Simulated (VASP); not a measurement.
A run of VASP 6.6.1 is set up as follows.

File INCAR:

```
  ALGO = Fast
  EDIFF = 1E-4
  EDIFFG = -0.08
  ENCUT = 520
  GGA = PE
  IBRION = 2
  ISIF = 3
  ISMEAR = 0
  LASPH = True
  LCHARG = False
  LREAL = False
  LWAVE = False
  NELM = 60
  NSW = 24
  PREC = Normal
  SIGMA = 0.15
```

Contents of KPOINTS:

```
k-points
0
Gamma
  3 3 2
```

File POSCAR:

```
MgCd2Te3
1.0
    2.4187061100     -4.4025708200      0.0000000000
    2.4187061100      4.4025708200      0.0000000000
    0.0000000000      0.0000000000      8.5349863700
Mg Cd Te
1 2 3
Direct
    0.0000000000      0.0000000000      0.5000000000
    0.0000000000      0.5000000000      0.0000000000
    0.5000000000      0.0000000000      0.0000000000
    0.5000000000      0.5000000000      0.7808203500
    0.5000000000      0.5000000000      0.2191796500
    0.5000000000      0.5000000000      0.5000000000
```

Potentials or basis: VASP PAW PBE potentials, release 64 (Mg, Cd, Te).

Launch:

```console
$ cat potpaw_PBE.64/Mg/POTCAR potpaw_PBE.64/Cd/POTCAR potpaw_PBE.64/Te/POTCAR > POTCAR
$ mpirun -np 1 vasp_std > vasp.out
```

Question: Predict the relaxed cell.

Answer: a = 4.475 Å, b = 4.475 Å, c = 10.555 Å, α = 90.00°, β = 90.00°, γ = 96.45°.

Question: Predict the band gap on the k mesh.

Answer: None (metal or under the smearing width).

Forces in eV/Å, atoms in the order of the input:
```
Mg   0.000  0.000  0.000
Cd   0.000  0.000  0.000
Cd   0.000  0.000  0.000
Te   0.000  0.000  0.045
Te   0.000  0.000 -0.045
Te   0.000  0.000  0.000
```

Caveat: the k mesh is coarse (spacing up to 0.49 Å⁻¹), so the values aren't converged; the relaxation stopped at a loose force limit of 0.08 eV/Å, so its end isn't a converged minimum. The run has no spin-orbit coupling, so splittings on Te are missing.
